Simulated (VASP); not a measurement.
Level of theory: PBEsol GGA, VASP's PBE PAW potentials (set 64) (plane waves; VASP 6.6.1).

Input for VASP

**POSCAR**
```
W
1.0
 -1.5785728233   1.5785728233   1.5785728233
  1.5785728233  -1.5785728233   1.5785728233
  1.5785728233   1.5785728233  -1.5785728233
W
1
Direct
  0.0000000000   0.0000000000   0.0000000000
```

File KPOINTS:
```
Automatic mesh
0
Gamma
16 16 16
0 0 0
```

INCAR:
```
SYSTEM  =  W
PREC  =  Accurate; ENCUT  =  500; LREAL  =  F
LASPH  =  T
EDIFF  =  1E-6; NELM  =  100; ALGO  =  Normal
LMAXMIX  =  6
ISMEAR  =  1; SIGMA  =  0.1
GGA  =  PS
IBRION  =  2; NSW  =  40; ISIF  =  3
EDIFFG  =  -0.02
LWAVE  =  F; LCHARG  =  F
```

POTCAR, in this order: W_sv (PBE.64 set). Program: vasp_std.

Unless said otherwise, spin-orbit coupling is left out, though it shifts the bands of the heavy elements here.

What does the run give for the energy per atom (σ→0), volume per atom, band gap (on the k-mesh)?

```yaml
energy per atom (σ→0): -13.808 eV/atom
band gap (on the k-mesh): none (metal, semimetal or under 0.01 eV)
volume_per_atom: 15.70 Å³/atom
```

OSZICAR:
```
...
       N       E                     dE             d eps       ncg     rms          rms(c)
DAV:   1    -0.138155044115E+02   -0.82817E-02   -0.17396E-01  3298   0.667E+00    0.114E+00
DAV:   2    -0.138092196894E+02    0.62847E-02   -0.93354E-03  3271   0.132E+00    0.263E-01
DAV:   3    -0.138081233773E+02    0.10963E-02   -0.29809E-03  3343   0.730E-01    0.199E-01
DAV:   4    -0.138081243304E+02   -0.95308E-06   -0.77046E-05  3285   0.118E-01    0.265E-02
DAV:   5    -0.138081231716E+02    0.11587E-05   -0.48153E-06  3412   0.285E-02    0.134E-03
DAV:   6    -0.138081232373E+02   -0.65619E-07   -0.42934E-08  1672   0.308E-03
   3 F= -.13808123E+02 E0= -.13807941E+02  d E =-.657315E-04
```

The compound is W in the bcc structure. This run relaxes it. Symmetry was kept, so distortions that lower it aren't found.
